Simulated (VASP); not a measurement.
Mo:

```
CELL_PARAMETERS angstrom
-1.57342 1.57342 1.57342
1.57342 -1.57342 1.57342
1.57342 1.57342 -1.57342
ATOMIC_POSITIONS crystal
Mo 0.00000 0.00000 0.00000
```

```yaml
Program: VASP 6.6.1
Task: relaxation of cell and atoms
Functional: LDA
Potentials_or_basis: VASP PAW LDA potentials, release 64 (Mo_sv)
Cutoff: 350 eV
k_mesh: 10 × 10 × 10
Occupations: gaussian, width 0.1 eV
Spin: no spin polarisation
```

At the start: pressure -10.0 GPa; volume 15.58 Å³/atom.

Q: Where does the relaxation end?

A: Over 7 steps the energy falls by 18.1 meV/atom and the volume is 15.02 Å³/atom (-3.6 %); space group Im-3m (No. 229, to 0.05 Å).

Step by step:
```csv
step,energy change (eV),largest force (eV/Å),pressure (GPa),volume (Å³)
1,0.0000,0.0000,-10.02,15.58
2,0.1562,0.0000,40.14,13.49
3,-0.0181,0.0000,-0.40,15.04
4,-0.0181,0.0000,-0.09,15.02
5,-0.0181,0.0000,0.13,15.01
6,-0.0181,0.0000,-0.31,15.04
7,-0.0181,0.0000,0.00,15.02
```

Final structure:
```
Mo
1.0
    -1.55430    1.55430    1.55430
     1.55430   -1.55430    1.55430
     1.55430    1.55430   -1.55430
Mo
1
Direct
  0.00000 0.00000 0.00000
```
